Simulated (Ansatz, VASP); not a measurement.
**Cross-check of BiAs between VASP and Ansatz**

One calculation is typed for both programs; each brings its own data sets and cutoff. How far apart do they land? The cell is generated by rule, not measured, and may not be a known phase. The cell is taken from a series of VASP runs on this material, whose earlier steps may have relaxed, scaled or displaced it; both programs get it as it stands.

Method: plane waves, with VASP 6.6.1 beside it; band structure at PBE, spin-orbit coupling, in Ansatz 0.2.0.

The structure was built from a prototype and need not be the compound's stable phase.

## 1. The structure

Symmetry: F-43m, No. 216, cubic system. The conventional cell has a = 6.235 Å, b = 6.235 Å, c = 6.235 Å, α = 90.00°, β = 90.00°, γ = 90.00°. Nearest to As lie 4 Bi at 2.70 Å. Bi has 4 As at 2.70 Å nearest. Farther neighbours are not listed.

## 2. VASP: band structure, PBE, spin-orbit coupling

With cell and atoms fixed, the geometry can't cause a difference; cores, projectors, grids and the points listed under the comparison can.

Lines of VASP's logs that name or quote its potential files are left out, and so is its time.

Input file INCAR:

```
SYSTEM = BiAs
PREC = Accurate
ENCUT = 400
EDIFF = 1E-06
NELM = 100
ISMEAR = 0
SIGMA = 0.02
LREAL = .FALSE.
ALGO = Normal
GGA = PE
LNONCOLLINEAR = .TRUE.
MAGMOM = 0 0 0 0 0 0
NBANDS = 32
GGA_COMPAT = .FALSE.
LASPH = .TRUE.
LSORBIT = .TRUE.
LORBIT = 11
LWAVE = .FALSE.
LCHARG = .FALSE.
KPAR = 4
ISIF = 2
```

Input file POSCAR:

```
BiAs
1.0
    0.0000000000      3.1176900000      3.1176900000
    3.1176900000      0.0000000000      3.1176900000
    3.1176900000      3.1176900000      0.0000000000
As Bi
1 1
Direct
    0.0000000000      0.0000000000      0.0000000000
    0.2500000000      0.2500000000      0.2500000000
```

Input file KPOINTS:

```
Automatic mesh
0
Gamma
8 8 8
0 0 0
```

Input file KPOINTS_OPT:

```
Line mode
16
Line-mode
Reciprocal
  0.00000000   0.00000000   0.00000000 GAMMA
  0.50000000   0.00000000   0.50000000 X

  0.50000000   0.00000000   0.50000000 X
  0.50000000   0.25000000   0.75000000 W

  0.50000000   0.25000000   0.75000000 W
  0.37500000   0.37500000   0.75000000 K

  0.37500000   0.37500000   0.75000000 K
  0.00000000   0.00000000   0.00000000 GAMMA

  0.00000000   0.00000000   0.00000000 GAMMA
  0.50000000   0.50000000   0.50000000 L

  0.50000000   0.50000000   0.50000000 L
  0.62500000   0.25000000   0.62500000 U

  0.62500000   0.25000000   0.62500000 U
  0.50000000   0.25000000   0.75000000 W

  0.50000000   0.25000000   0.75000000 W
  0.50000000   0.50000000   0.50000000 L

  0.50000000   0.50000000   0.50000000 L
  0.37500000   0.37500000   0.75000000 K

  0.62500000   0.25000000   0.62500000 U
  0.50000000   0.00000000   0.50000000 X
```

PAW data sets: As and Bi_d (PBE family, release 64).

Launch:

```bash
> mpirun -np 4 vasp_ncl
```

Numbers of over 12 decimals in the logs are rounded to 6 here.

The program printed:

```text
[banner, memory and clock lines left out]
running    4 mpi-ranks, on    1 nodes
 distrk:  each k-point on    1 cores,    4 groups
 distr:  one band on    1 cores,    1 groups

 POSCAR found type information on POSCAR AsBi
 POSCAR found :  2 types and       2 ions
 LDA part: xc-table for (Slater+PW92), standard interpolation
 POSCAR, INCAR and KPOINTS ok, starting setup
 FFT: planning ... GRIDC
 FFT: planning ... GRID_SOFT
 FFT: planning ... GRID
 WAVECAR not read
 entering main loop
       N       E                     dE             d eps       ncg     rms          rms(c)
DAV:   1     0.179381084996E+03    0.17938E+03   -0.85565E+03  2752   0.111E+03
DAV:   2     0.976524207107E+01   -0.16962E+03   -0.16409E+03  2848   0.339E+02
DAV:   3    -0.784114657589E+01   -0.17606E+02   -0.17310E+02  3424   0.123E+02
DAV:   4    -0.848805667502E+01   -0.64691E+00   -0.64431E+00  3216   0.261E+01
DAV:   5    -0.851810957797E+01   -0.30053E-01   -0.30051E-01  4008   0.523E+00    0.293E+00
DAV:   6    -0.836385646555E+01    0.15425E+00   -0.30648E-01  3424   0.292E+00    0.171E+00
DAV:   7    -0.835241885577E+01    0.11438E-01   -0.80761E-02  3240   0.136E+00    0.838E-01
DAV:   8    -0.835009944291E+01    0.23194E-02   -0.74708E-03  3808   0.789E-01    0.395E-01
DAV:   9    -0.835018740122E+01   -0.87958E-04   -0.82045E-04  3224   0.185E-01    0.728E-02
DAV:  10    -0.835015375540E+01    0.33646E-04   -0.29735E-04  3624   0.176E-01    0.261E-02
DAV:  11    -0.835017224788E+01   -0.18492E-04   -0.64943E-05  3440   0.458E-02    0.105E-02
DAV:  12    -0.835017642029E+01   -0.41724E-05   -0.18200E-05  3496   0.496E-02    0.558E-03
DAV:  13    -0.835017617173E+01    0.24856E-06   -0.15150E-06  2816   0.838E-03
   1 F= -.83501762E+01 E0= -.83500339E+01  d E =-.284446E-03  mag=    -0.0000     0.0000     0.0000
 Start KPOINTS_OPT (optional k-point list driver)
k-point batch [1-43\160]
       N       E                     dE             ncg
DAV:   1     0.199942275523E+03   -0.18725E+05     2752
DAV:   2    -0.701847238697E+04   -0.72184E+04     2840
DAV:   3    -0.775306319954E+04   -0.73459E+03     3512
DAV:   4    -0.777971408219E+04   -0.26651E+02     3456
DAV:   5    -0.778076929863E+04   -0.10552E+01     3936
DAV:   6    -0.778079474169E+04   -0.25443E-01     3880
DAV:   7    -0.778079527476E+04   -0.53307E-03     3912
DAV:   8    -0.778079528624E+04   -0.11474E-04     3608
DAV:   9    -0.778079528650E+04   -0.26291E-06     2272
[...]
k-point batch [130-160\160]
       N       E                     dE             ncg
DAV:   1     0.591608058502E+04   -0.16571E+05     1984
DAV:   2     0.695094352870E+03   -0.52210E+04     2008
DAV:   3     0.169972612969E+03   -0.52512E+03     2560
DAV:   4     0.151735329654E+03   -0.18237E+02     2440
DAV:   5     0.150962928695E+03   -0.77240E+00     2808
DAV:   6     0.150941229298E+03   -0.21699E-01     2744
DAV:   7     0.150940719455E+03   -0.50984E-03     2800
DAV:   8     0.150940709486E+03   -0.99689E-05     2624
DAV:   9     0.150940709313E+03   -0.17361E-06     1616
```

Parts of OUTCAR (step 2):

```text
ion  position               nearest neighbor table
   1  0.000  0.000  0.000-   2 2.70   2 2.70   2 2.70   2 2.70
   2  0.250  0.250  0.250-   1 2.70   1 2.70   1 2.70   1 2.70

  LATTYP: Found a face centered cubic cell.
 ALAT       =     6.2353800000

 Subroutine GETGRP returns: Found 24 space group operations
 (whereof 24 operations were pure point group operations)

The static configuration has the point symmetry T_d .

 Found     43 irreducible k-points:

   k-points           NKPTS =     43   k-points in BZ     NKDIM =     43   number of bands    NBANDS=     32

   dimension x,y,z NGX =    30 NGY =   30 NGZ =   30
   dimension x,y,z NGXF=    60 NGYF=   60 NGZF=   60

   ENCUT  =  400.0 eV  29.40 Ry    5.42 a.u.   7.19  7.19  7.19*2*pi/ulx,y,z

   NELECT =      20.0000    total number of electrons

 k-points in reciprocal lattice and weights: Automatic mesh
   0.00000000  0.00000000  0.00000000       0.002
   0.12500000  0.00000000  0.00000000       0.008
  -0.12500000  0.00000000  0.00000000       0.008
   0.25000000  0.00000000  0.00000000       0.008
  -0.25000000  0.00000000  0.00000000       0.008
   0.37500000  0.00000000  0.00000000       0.008
  -0.37500000  0.00000000  0.00000000       0.008
   0.50000000  0.00000000  0.00000000       0.008
   0.12500000  0.12500000  0.00000000       0.012
[...]
-0.37500000  0.50000000  0.12500000       0.023
  -0.25000000  0.50000000  0.25000000       0.012

 average (electrostatic) potential at core
       1 -49.4018       2-105.5114

 E-fermi :   5.4722

 k-point     1 :       0.0000    0.0000    0.0000
  band No.  band energies     occupation
    ...
     16       2.7465      1.00000
     17       3.8561      1.00000
     18       3.8561      1.00000
     19       3.8561      1.00000
     20       3.8561      1.00000
     21       5.5573      0.00000
     22       5.5573      0.00000
     23       6.8422      0.00000
     24       6.8422      0.00000
     25       6.8422      0.00000
    ...

 k-point     2 :       0.1250    0.0000    0.0000
  band No.  band energies     occupation
    ...
     16       2.6453      1.00000
     17       3.6323      1.00000
     18       3.6476      1.00000
     19       3.6792      1.00000
     20       3.6792      1.00000
     21       5.9724      0.00000
     22       5.9724      0.00000
     23       7.0304      0.00000
     24       7.0304      0.00000
     25       7.1371      0.00000
    ...

 k-point     3 :      -0.1250    0.0000    0.0000
  band No.  band energies     occupation
    ...
     16       2.6453      1.00000
     17       3.6323      1.00000
     18       3.6476      1.00000
     19       3.6792      1.00000
     20       3.6792      1.00000
     21       5.9724      0.00000
     22       5.9724      0.00000
     23       7.0304      0.00000
     24       7.0304      0.00000
     25       7.1371      0.00000
    ...

  Total        5.1628626      5.1628626      5.1628626      0.0000000      0.0000000      0.0000000
  in kB      136.4810531    136.4810531    136.4810531      0.0000000      0.0000000      0.0000000
  external PRESSURE =     136.4810531 kB  Pullay stress =       0.0000000 kB

  energy-cutoff  :      400.00
  volume of cell :       60.61
      direct lattice vectors                 reciprocal lattice vectors
     0.000000000  3.117690000  3.117690000    -0.160375150  0.160375150  0.160375150
     3.117690000  0.000000000  3.117690000     0.160375150 -0.160375150  0.160375150
     3.117690000  3.117690000  0.000000000     0.160375150  0.160375150 -0.160375150

 POSITION                                       TOTAL-FORCE (eV/Angst)
 -----------------------------------------------------------------------------------
      0.00000      0.00000      0.00000        -0.000000     -0.000000      0.000000
      1.55885      1.55885      1.55885         0.000000      0.000000     -0.000000
 -----------------------------------------------------------------------------------
    total drift:                               -0.000000     -0.000000     -0.000000

  FREE ENERGIE OF THE ION-ELECTRON SYSTEM (eV)
  ---------------------------------------------------
  free  energy   TOTEN  =        -8.3501761717 eV

  energy  without entropy=       -8.3498917253  energy(sigma->0) =       -8.35003395

 Spin-Orbit-Coupling matrix elements
 Ion:    1  E_soc:     -0.0374156
 Ion:    2  E_soc:     -1.5409151

 total charge
# of ion       s       p       d       tot
------------------------------------------
    1        1.316   1.454   0.036   2.806
    2        1.563   1.378   9.954  12.895
--------------------------------------------------
tot          2.879   2.832   9.990  15.702

 magnetization (x)
# of ion       s       p       d       tot
------------------------------------------
    1        0.000   0.000   0.000   0.000
    2       -0.000   0.000   0.000   0.000
--------------------------------------------------
tot          0.000   0.000   0.000   0.000

 magnetization (y)
# of ion       s       p       d       tot
------------------------------------------
    1        0.000   0.000   0.000   0.000
    2        0.000   0.000   0.000   0.000
--------------------------------------------------
tot          0.000   0.000   0.000   0.000

 magnetization (z)
# of ion       s       p       d       tot
------------------------------------------
    1        0.000  -0.000  -0.000  -0.000
    2        0.000  -0.000   0.000  -0.000
--------------------------------------------------
tot          0.000  -0.000  -0.000  -0.000

[... 3 further parts left out ...]
```

The run ends at a pressure of 13.65 GPa.

## 3. Ansatz: band structure, PBE, spin-orbit coupling

Ansatz runs on its fully relativistic PAW (standard-fr) files.

The same cell, functional, mesh and smearing now go to Ansatz, which takes its cutoff from its data sets.

Input file input.yaml:

```yaml
crystal:
  lattice:
    - [0.0, 3.11769, 3.11769]
    - [3.11769, 0.0, 3.11769]
    - [3.11769, 3.11769, 0.0]
  atoms:
    - { symbol: As, position: [0.0, 0.0, 0.0] }
    - { symbol: Bi, position: [0.25, 0.25, 0.25] }
hamiltonian:
  xc: pbe
  pseudopotentials: { kind: paw_fr }
magnetization:
  noncollinear: true
  spin_orbit: true
kpoints:
  mp_grid: { grid: [8, 8, 8] }
  band_path:
    path:
      - [0.0, 0.0, 0.0]
      - [0.16667, 0.0, 0.16667]
      - [0.33333, 0.0, 0.33333]
      - [0.5, 0.0, 0.5]
      - [0.5, 0.08333, 0.58333]
      - [0.5, 0.18333, 0.68333]
      - [0.5, 0.25, 0.75]
      - [0.45, 0.3, 0.75]
      - [0.40833, 0.34167, 0.75]
      - [0.35, 0.35, 0.7]
      - [0.225, 0.225, 0.45]
      - [0.075, 0.075, 0.15]
      - [0.03333, 0.03333, 0.03333]
      - [0.23333, 0.23333, 0.23333]
      - [0.4, 0.4, 0.4]
      - [0.51667, 0.46667, 0.51667]
      - [0.55833, 0.38333, 0.55833]
      - [0.60833, 0.28333, 0.60833]
      - [0.60833, 0.25, 0.64167]
      - [0.55833, 0.25, 0.69167]
      - [0.51667, 0.25, 0.73333]
      - [0.5, 0.3, 0.7]
      - [0.5, 0.38333, 0.61667]
      - [0.5, 0.48333, 0.51667]
      - [0.475, 0.475, 0.55]
      - [0.425, 0.425, 0.65]
      - [0.38333, 0.38333, 0.73333]
      - [0.59167, 0.18333, 0.59167]
      - [0.55, 0.1, 0.55]
      - [0.5, 0.0, 0.5]
    npoints: 1
scf:
  occupations: { method: gaussian, width: 0.02 }
  n_extra_bands: 14
output:
  forces: true
  stress: true
  eigenvalues: true
```

Launch:

```bash
> ansatz run input.yaml --threads 2 --pin off --max-ram 4608MiB --backend cpu --events-out ev --progress --plain --runs-dir out
```

The program printed:

```text
scf.n_extra_bands = 14 over 30 filled bands (N_el = 30.0): the run solves 44 bands
Engine: ansatz 0.2.0, aarch64-unknown-linux-gnu
Pseudopotentials: kind: paw_fr
Pseudopotential: As, paw_fr, valence charge 15, recommended cutoff 420 eV (normal), As.paw.azcp#standard-fr
Pseudopotential: Bi, paw_fr, valence charge 15, recommended cutoff 420 eV (normal), Bi.paw.azcp#standard-fr
Functional definition: PBE
  parameter kappa = 0.804
  parameter beta = 0.066725
  exchange = pbe_x(kappa = kappa, mu = beta*pi^2/3)
  correlation = pbe_c(beta = beta)
non-collinear run that drives no moment, with spin-orbit: no starting moment large enough to seed its density (crystal.atoms[].spin), no starting occupations that ask for one, no magnetisation constraint and no magnetic field, so the semilocal B_xc is pinned to zero
Crystal: 2 atoms, lattice volume = 60.608 Å³
Basis set: ecut = 420 eV, 1243 PW (Γ), exchange–correlation on 60×60×60 points (8 copies of the dense FFT grid, shifted against one another)
Bands: 44, of which v1, the nominal top of the filled ones, is band 30 counted from 1 (29 counted from 0)
Symmetry: 24 space group operations + 24 with time reversal
Magnetic group: BNS 216.75 (UNI 1577), of the structure as read, at distance tolerance 3.9e-5 Å
k-points: 29 of 512 (time reversal used)
Projection manifold: j_resolved (fully-relativistic pseudo-atomic orbitals)
Non-local potential: As, projectors of the file, l = 0: 2, l = 1: 4, l = 2: 6, l = 3: 2
Non-local potential: Bi, projectors of the file, l = 0: 2, l = 1: 4, l = 2: 4, l = 3: 4
PAW form: soft (Blöchl's): semilocal exchange-correlation on the pseudo side does not see the compensation charge
PAW one-centre angular grid: As, 590 points (default); XC on 64 Gauss nodes
PAW one-centre angular grid: Bi, 590 points (default); XC on 96 Gauss nodes
Initial density: superposition of atomic densities (chi_scale 0.1, normalization cell, long waves kept (reshape's long-wave potential 0.00 eV rms))
Initial wavefunctions: pseudopotential atomic-orbital guess
Functional: x = pbe(κ = 0.804, μ = 0.219515), c = pbe(β = 0.066725)
SCF iter   1: F=—  HF=-17293.710067 eV  |F-HF|=—  |Δ(HF+E_count)|=         —  Δρ=1.78e-2  dr2=2.65e-1  dr2_m=0.00e0 (ungated)  ethr=3.10e-3  |M|=0.00e0 ∫|m|=0.00e0 μB  |m|>n=0.0e0 m-floor=0.0e0 τ_xc=0.0e0  β_m=0.30  ⟨swp⟩=7.7  Hψ=6113  notcnv=0  defer=67
preconditioner: auto → Kerker (q_TF=auto, 2.427 Å⁻¹)  [metal: Δε(μ)=0.018 eV  Ē_g=11.963 eV  σ=0.020 eV  W_gap=0.44  n_scr=14 (ndim 8)  ℏωp=15.1 eV  f_vac=0.022  D(μ)=1.60/eV (n_scr^D=14)]
spin=Noncollinear: Kerker preconditioning applied to the charge; magnetization (m_x, m_y, m_z) channels mix plain (no charge-response kernel on spin).
SCF iter   2: F=—  HF=-17293.682882 eV  |F-HF|=—  |Δ(HF+E_count)|=   2.72e-2  Δρ=1.41e-2  dr2=1.76e-1  dr2_m=0.00e0 (ungated)  ethr=8.84e-4  |M|=0.00e0 ∫|m|=0.00e0 μB  |m|>n=0.0e0 m-floor=0.0e0 τ_xc=0.0e0  β_m=0.59  ⟨swp⟩=1.0  Hψ=1509  notcnv=0  defer=160
SCF iter   3: F=—  HF=-17293.639070 eV  |F-HF|=—  |Δ(HF+E_count)|=   4.38e-2  Δρ=2.98e-3  dr2=1.11e-2  dr2_m=0.00e0 (ungated)  ethr=5.85e-4  |M|=0.00e0 ∫|m|=0.00e0 μB  |m|>n=0.0e0 m-floor=0.0e0 τ_xc=0.0e0  β_m=0.60  ⟨swp⟩=2.1  Hψ=1369  notcnv=0  defer=190
SCF iter   4: F=—  HF=-17293.637096 eV  |F-HF|=—  |Δ(HF+E_count)|=   1.97e-3  Δρ=2.01e-3  dr2=4.03e-3  dr2_m=0.00e0 (ungated)  ethr=3.69e-5  |M|=0.00e0 ∫|m|=0.00e0 μB  |m|>n=0.0e0 m-floor=0.0e0 τ_xc=0.0e0  β_m=0.80  ⟨swp⟩=2.1  Hψ=2130  notcnv=0  defer=212
SCF iter   5: F=—  HF=-17293.638360 eV  |F-HF|=—  |Δ(HF+E_count)|=   1.26e-3  Δρ=8.75e-4  dr2=8.22e-4  dr2_m=0.00e0 (ungated)  ethr=1.34e-5  |M|=0.00e0 ∫|m|=0.00e0 μB  |m|>n=0.0e0 m-floor=0.0e0 τ_xc=0.0e0  β_m=0.75  ⟨swp⟩=3.0  Hψ=1830  notcnv=0  defer=212
SCF iter   6: F=—  HF=-17293.638300 eV  |F-HF|=—  |Δ(HF+E_count)|=   5.94e-5  Δρ=3.89e-4  dr2=1.14e-4  dr2_m=0.00e0 (ungated)  ethr=2.74e-6  |M|=0.00e0 ∫|m|=0.00e0 μB  |m|>n=0.0e0 m-floor=0.0e0 τ_xc=0.0e0  β_m=0.88  ⟨swp⟩=3.0  Hψ=1949  notcnv=0  defer=212
SCF iter   7: F=—  HF=-17293.638448 eV  |F-HF|=—  |Δ(HF+E_count)|=   1.47e-4  Δρ=8.71e-5  dr2=3.79e-6  dr2_m=0.00e0 (ungated)  ethr=3.81e-7  |M|=0.00e0 ∫|m|=0.00e0 μB  |m|>n=0.0e0 m-floor=0.0e0 τ_xc=0.0e0  β_m=0.94  ⟨swp⟩=2.0  Hψ=1395  notcnv=0  defer=212
SCF iter   8: F=—  HF=-17293.638450 eV  |F-HF|=—  |Δ(HF+E_count)|=   2.74e-6  Δρ=1.56e-5  dr2=1.20e-7  dr2_m=0.00e0 (ungated)  ethr=1.26e-8  |M|=0.00e0 ∫|m|=0.00e0 μB  |m|>n=0.0e0 m-floor=0.0e0 τ_xc=0.0e0  β_m=0.97  ⟨swp⟩=2.1  Hψ=1501  notcnv=0  defer=212
SCF iter   9: F=-17293.638451 eV  HF=-17293.638451 eV  |F-HF|=1.04e-8  |Δ(HF+E_count)|=   5.27e-7  Δρ=2.97e-6  dr2=8.70e-9  dr2_m=0.00e0 (ungated)  ethr=3.33e-10  |M|=0.00e0 ∫|m|=0.00e0 μB  |m|>n=0.0e0 m-floor=0.0e0 τ_xc=0.0e0  ⟨swp⟩=11.1  Hψ=6318  notcnv=0
SCF 1 converged in 9 iterations: F = -17293.638451 eV  dr2 = 8.70e-9
  greatest PAW one-centre occupation: 0.999 electrons in one spin orbital (limit 2), on the As atom at site 0 (counted from 0), in its partial waves of l = 2
NSCF: frozen V_eff on 30 k-points
SCF converged after 9 iterations
Magnetization: |M| = 0.0000 μB,  M = (+0.0000, +0.0000, +0.0000) μB
Absolute magnetization: 0.0000 μB (∫|m|)
  site 0: m = (+0.0000, +0.0000, +0.0000) μB, |m| = 0.0000 μB  (R = 1.11 Å)
  site 1: m = (+0.0000, +0.0000, +0.0000) μB, |m| = 0.0000 μB  (R = 1.11 Å)
Free energy (F): -17293.638451 eV
Harris-Foulkes:  -17293.638451 eV  (|F-HF|=1.04e-8)
Internal energy: -17293.638226 eV  (E = F + TS)
E sigma→0 (E₀):  -17293.638338 eV
Entropy (-TS):   -0.000225 eV (-0.113 meV/atom)
Fermi energy:    9.305909 eV
--- Per-component energies (eV) ---
  E_band       = -368.108051
  E_kinetic    = 410.936480
  E_local      = -3655.670887  (includes V_loc(G=0)·N_el)
  E_nonlocal   = -109.856303
  E_hartree    = 1632.695705
  E_xc         = -233.208290
  E_vxc        = -226.601945  (∫ρ·V_xc dr)
  E_paw        = -12539.539794  (= ΣΔE_a)
  E_vpaw       = -52.309254  (= ΣTr[D̂ρ^β])
  E_aug_tail   = -0.000373  (compensation charges beyond the density's cutoff)
  E_ewald      = -2798.994764
  E_smearing   = -0.000225  (= −TS)
  E_closure    = -0.000000  (closes the sum)
  Σ components = -17293.638451   (vs F -17293.638451, Δ=0.00e0)
--- Forces (eV/Å), atoms counted from 1 ---
  atom   1  As    -0.00000000     0.00000000     0.00000000
  atom   2  Bi     0.00000000    -0.00000000     0.00000000
  max |Σ_I F_I| component: 1.06e-15 eV/Å
--- Stress (GPa, compression-positive) ---
       13.607913      -0.000000      -0.000000
        0.000000      13.607913       0.000000
       -0.000000       0.000000      13.607913
  P = ⅓ Tr σ = 13.6079 GPa (136.079 kbar)
--- Band table (eV; the first three rows and the last of 29) ---
  k-point 0: bands = [... 26 lower, 7.6902, 7.6902, 7.6902, 7.6902, 9.3158, 9.3158, 10.7007, 10.7007, ... 10 higher]
  k-point 1: bands = [... 26 lower, 7.4686, 7.4840, 7.5150, 7.5150, 9.7327, 9.7327, 10.8836, 10.8836, ... 10 higher]
  k-point 2: bands = [... 26 lower, 7.0673, 7.0857, 7.1275, 7.1275, 10.4633, 10.4633, 11.4973, 11.5164, ... 10 higher]
  k-point 28: bands = [... 26 lower, 4.8356, 4.9063, 10.0241, 10.1036, 10.2123, 11.6027, 11.8168, 11.9569, ... 10 higher]
```

Run time: 30 s. Hardware: 2 threads of Arm Neoverse N1, shared host; peak memory 0.55 GiB; 59 s of CPU time.

## 4. Side by side

Known differences besides the potentials themselves: spin-orbit coupling enters by fully relativistic files in Ansatz and inside the spheres in VASP; the data sets hold 30 valence electrons in Ansatz (fully relativistic PAW (standard-fr) files) and 20 in VASP; the cutoff is 420 eV in Ansatz and 400 eV in VASP. Total energies have different zeros and are not compared.

Compared:

| quantity | Ansatz | VASP | difference |
| --- | --- | --- | --- |
| pressure (GPa) | 13.61 | 13.65 | -0.04 |

Levels from 3 eV below to 2 eV above the Fermi level differ by 36 meV r.m.s. and 113 meV at most; each VASP level is matched to the nearest of Ansatz, which flatters the figure a little. Ansatz's pressure holds a Pulay correction of 0.03 GPa; VASP's holds none.

## 5. Summary of results

* r.m.s. difference of levels near the Fermi level (band structure, PBE, spin-orbit coupling): 36 meV

In words: The r.m.s. difference of levels near the Fermi level is 36 meV (band structure, PBE, spin-orbit coupling), within the 80 meV picked in this series as the mark of a large difference. 1 further run of this series is not shown here. How closely two codes agree says nothing of how well the functional describes the real material.

[Lines on the potential files, build, host, timing and source positions are cut from VASP's logs without a mark.]

[Logs are printed without paths, hosts, clocks, repeated set-up lines and the standing remarks that a program may print on its own settings, such as how far it seeks lower states.]

[Hosts, paths, dates, database ids (printed as entryN), source tags and the programs' standing remarks are cut or masked in the printed files.]
